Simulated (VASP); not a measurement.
All values below come from PBEsol GGA, VASP's PBE PAW potentials (set 64) (plane waves; VASP).

VASP input:

**INCAR**
```
! general
SYSTEM =RhN
PREC   =Accurate
ENCUT  =520   ! plane-wave cut-off (eV)
LREAL  =.FALSE.   ! projection in real space or not
LASPH  =.TRUE.

! electronic loop
EDIFF  =1E-6
NELM   =100   ! most electronic steps
ALGO   =Normal
LMAXMIX=4

! smearing
ISMEAR =1   ! Methfessel-Paxton
SIGMA  =0.1   ! width (eV)

! functional
GGA    =PS   ! PBEsol

! ions
IBRION =2   ! conjugate gradients
NSW    =60
ISIF   =3
EDIFFG =-0.01   ! ionic stop

! output
LWAVE  =.FALSE.
LCHARG =.FALSE.
```

POSCAR:
```
RhN
1
    2.7690000000     0.0000000000     0.0000000000
    0.0000000000     2.7690000000     0.0000000000
    0.0000000000     0.0000000000     2.7690000000
Rh N
1 1
Direct
  0.0000000000   0.0000000000   0.0000000000
  0.5000000000   0.5000000000   0.5000000000
```

### KPOINTS
```
Automatic mesh
0
Gamma
12 12 12
0 0 0
```

POTCAR, in this order: Rh_pv N (PBE.64 set). Program: vasp_std.

What VASP printed:

### OSZICAR
```
       N       E                     dE             d eps       ncg     rms          rms(c)
DAV:   1     0.166513007306E+03    0.16651E+03   -0.12486E+04  2352   0.153E+03
DAV:   2    -0.113772929415E+02   -0.17789E+03   -0.17393E+03  2724   0.420E+02
DAV:   3    -0.159598165666E+02   -0.45825E+01   -0.45261E+01  2592   0.733E+01
DAV:   4    -0.159922633919E+02   -0.32447E-01   -0.32430E-01  2844   0.637E+00
DAV:   5    -0.159925778089E+02   -0.31442E-03   -0.31442E-03  2682   0.605E-01    0.145E+01
DAV:   6    -0.163715939203E+02   -0.37902E+00   -0.12066E+01  2724   0.432E+01    0.147E+01
DAV:   7    -0.142651626304E+02    0.21064E+01   -0.68689E+00  2692   0.259E+01    0.452E+00
DAV:   8    -0.142379157873E+02    0.27247E-01   -0.34189E-01  2430   0.573E+00    0.139E+00
DAV:   9    -0.142376959524E+02    0.21983E-03   -0.32264E-03  2992   0.679E-01    0.522E-01
DAV:  10    -0.142368481662E+02    0.84779E-03   -0.33563E-03  2454   0.721E-01    0.751E-02
DAV:  11    -0.142368232824E+02    0.24884E-04   -0.64503E-05  2952   0.832E-02    0.448E-02
DAV:  12    -0.142368230762E+02    0.20621E-06   -0.86065E-06  2484   0.305E-02
   1 F= -.14236823E+02 E0= -.14237053E+02  d E =-.142368E+02
       N       E                     dE             d eps       ncg     rms          rms(c)
DAV:   1    -0.324901478023E+02   -0.18253E+02   -0.32381E+02  2388   0.233E+02    0.511E+01
DAV:   2    -0.165695760133E+02    0.15921E+02   -0.55654E+01  2370   0.106E+02    0.116E+01
DAV:   3    -0.145059804807E+02    0.20636E+01   -0.65709E+00  2680   0.285E+01    0.627E+00
DAV:   4    -0.139942731057E+02    0.51171E+00   -0.26637E+00  2358   0.213E+01    0.374E+00
DAV:   5    -0.139904018559E+02    0.38712E-02   -0.63923E-02  2622   0.383E+00    0.163E+00
DAV:   6    -0.139962584994E+02   -0.58566E-02   -0.14858E-02  2606   0.151E+00    0.917E-02
DAV:   7    -0.139962028519E+02    0.55648E-04   -0.32840E-04  2790   0.181E-01    0.496E-02
DAV:   8    -0.139961674131E+02    0.35439E-04   -0.11852E-05  2696   0.489E-02    0.319E-03
DAV:   9    -0.139961672972E+02    0.11589E-06   -0.64353E-07  1812   0.102E-02
   2 F= -.13996167E+02 E0= -.13996386E+02  d E =0.240656E+00
       N       E                     dE             d eps       ncg     rms          rms(c)
DAV:   1    -0.224504070378E+02   -0.84542E+01   -0.12250E+02  2382   0.162E+02    0.249E+01
DAV:   2    -0.204877704002E+02    0.19626E+01   -0.10709E+02  2508   0.955E+01    0.223E+01
DAV:   3    -0.144521806931E+02    0.60356E+01   -0.77903E+00  2710   0.349E+01    0.123E+01
DAV:   4    -0.144204142252E+02    0.31766E-01   -0.11657E+00  2448   0.925E+00    0.567E+00
DAV:   5    -0.144288145614E+02   -0.84003E-02   -0.28769E-02  2708   0.213E+00    0.264E+00
DAV:   6    -0.144219710926E+02    0.68435E-02   -0.28344E-02  2574   0.227E+00    0.252E-01
DAV:   7    -0.144213936349E+02    0.57746E-03   -0.32570E-03  2604   0.744E-01    0.133E-01
DAV:   8    -0.144214459714E+02   -0.52337E-04   -0.20392E-04  2664   0.170E-01    0.615E-02
DAV:   9    -0.144214066097E+02    0.39362E-04   -0.94332E-05  2588   0.138E-01    0.582E-03
DAV:  10    -0.144214058475E+02    0.76215E-06   -0.33182E-06  2504   0.185E-02
   3 F= -.14421406E+02 E0= -.14421528E+02  d E =-.184583E+00
       N       E                     dE             d eps       ncg     rms          rms(c)
DAV:   1    -0.144252323497E+02   -0.38257E-02   -0.56632E-02  2376   0.331E+00    0.450E-01
DAV:   2    -0.144236984388E+02    0.15339E-02   -0.17932E-02  2370   0.188E+00    0.357E-01
DAV:   3    -0.144217310202E+02    0.19674E-02   -0.33727E-03  2636   0.782E-01    0.105E-01
DAV:   4    -0.144216551172E+02    0.75903E-04   -0.70163E-04  2472   0.292E-01    0.299E-02
DAV:   5    -0.144216577949E+02   -0.26778E-05   -0.22584E-05  2634   0.572E-02    0.144E-02
DAV:   6    -0.144216596285E+02   -0.18336E-05   -0.26922E-06  2400   0.164E-02    0.125E-03
DAV:   7    -0.144216595852E+02    0.43334E-07   -0.11159E-07  1248   0.346E-03
   4 F= -.14421660E+02 E0= -.14421782E+02  d E =-.184837E+00
       N       E                     dE             d eps       ncg     rms          rms(c)
DAV:   1    -0.144232356425E+02   -0.15760E-02   -0.25598E-02  2388   0.222E+00    0.303E-01
DAV:   2    -0.144225433230E+02    0.69232E-03   -0.81399E-03  2382   0.127E+00    0.239E-01
DAV:   3    -0.144216526985E+02    0.89062E-03   -0.15103E-03  2654   0.525E-01    0.714E-02
DAV:   4    -0.144216202319E+02    0.32467E-04   -0.31375E-04  2484   0.193E-01    0.201E-02
DAV:   5    -0.144216218253E+02   -0.15934E-05   -0.10098E-05  2640   0.377E-02    0.991E-03
DAV:   6    -0.144216229514E+02   -0.11261E-05   -0.12278E-06  1832   0.112E-02    0.786E-04
DAV:   7    -0.144216229208E+02    0.30636E-07   -0.10022E-07  1224   0.315E-03
   5 F= -.14421623E+02 E0= -.14421745E+02  d E =-.184800E+00
       N       E                     dE             d eps       ncg     rms          rms(c)
DAV:   1    -0.144261473987E+02   -0.45244E-02   -0.70884E-02  2388   0.371E+00    0.510E-01
DAV:   2    -0.144246741811E+02    0.14732E-02   -0.25008E-02  2394   0.220E+00    0.421E-01
DAV:   3    -0.144216704797E+02    0.30037E-02   -0.45895E-03  2628   0.924E-01    0.125E-01
DAV:   4    -0.144215976024E+02    0.72877E-04   -0.89896E-04  2508   0.298E-01    0.358E-02
DAV:   5    -0.144215945866E+02    0.30158E-05   -0.33542E-05  2664   0.640E-02    0.208E-02
DAV:   6    -0.144215918619E+02    0.27247E-05   -0.75416E-06  2478   0.319E-02    0.222E-03
DAV:   7    -0.144215919417E+02   -0.79786E-07   -0.62200E-07  1446   0.958E-03
   6 F= -.14421592E+02 E0= -.14421714E+02  d E =0.309791E-04
       N       E                     dE             d eps       ncg     rms          rms(c)
DAV:   1    -0.144230979181E+02   -0.15061E-02   -0.22669E-02  2388   0.209E+00    0.285E-01
DAV:   2    -0.144224984629E+02    0.59946E-03   -0.72734E-03  2382   0.120E+00    0.227E-01
DAV:   3    -0.144216921815E+02    0.80628E-03   -0.13606E-03  2642   0.498E-01    0.672E-02
DAV:   4    -0.144216636711E+02    0.28510E-04   -0.27957E-04  2490   0.182E-01    0.190E-02
DAV:   5    -0.144216651375E+02   -0.14664E-05   -0.89746E-06  2634   0.354E-02    0.939E-03
DAV:   6    -0.144216661918E+02   -0.10543E-05   -0.10976E-06  1850   0.106E-02    0.734E-04
DAV:   7    -0.144216661632E+02    0.28695E-07   -0.93624E-08  1212   0.301E-03
   7 F= -.14421666E+02 E0= -.14421788E+02  d E =-.432424E-04
```

File OUTCAR:
```
------------------------ aborting loop because EDIFF is reached ----------------------------------------
  FORCE on cell =-STRESS in cart. coord.  units (eV):
  Direction    XX          YY          ZZ          XY          YZ          ZX
  --------------------------------------------------------------------------------------
  Total       -0.0004089     -0.0004089     -0.0004089     -0.0000000     -0.0000000      0.0000000
  in kB       -0.0343143     -0.0343143     -0.0343143     -0.0000000     -0.0000000      0.0000000
  external PRESSURE =      -0.0343143 kB  Pullay stress =       0.0000000 kB
  volume of cell :       19.09
      direct lattice vectors                 reciprocal lattice vectors
     2.672613383  0.000000000  0.000000000     0.374165604 -0.000000000  0.000000000
     0.000000000  2.672613383  0.000000000    -0.000000000  0.374165604 -0.000000000
    -0.000000000  0.000000000  2.672613383    -0.000000000 -0.000000000  0.374165604
 POSITION                                       TOTAL-FORCE (eV/Angst)
 -----------------------------------------------------------------------------------
      0.00000      0.00000      0.00000        -0.000000     -0.000000      0.000000
      1.33631      1.33631      1.33631         0.000000      0.000000      0.000000
 -----------------------------------------------------------------------------------
    total drift:                                0.000000      0.000000     -0.000000
  FREE ENERGIE OF THE ION-ELECTRON SYSTEM (eV)
  ---------------------------------------------------
  free  energy   TOTEN  =       -14.4216661632 eV

  energy  without entropy=      -14.4220325211  energy(sigma->0) =      -14.42178828

 reached required accuracy - stopping structural energy minimisation
```
(Selected blocks of OUTCAR.)

**CONTCAR**
```
RhN
   1.00000000000000
     2.6726133827194603    0.0000000000000000    0.0000000000000000
     0.0000000000000000    2.6726133827194603    0.0000000000000000
    -0.0000000000000000    0.0000000000000000    2.6726133827194603
  Rh              N
     1     1
Direct
     0.0000000000000000    0.0000000000000000    0.0000000000000000
     0.5000000000000000    0.5000000000000000    0.5000000000000000
```

Energy and stress use the plane-wave basis of the starting cell.

The structure was generated: RhN was put into the CsCl type type (Pm-3m), which need not be its known phase. This run relaxes it. Symmetry was kept, so distortions that lower it aren't found.
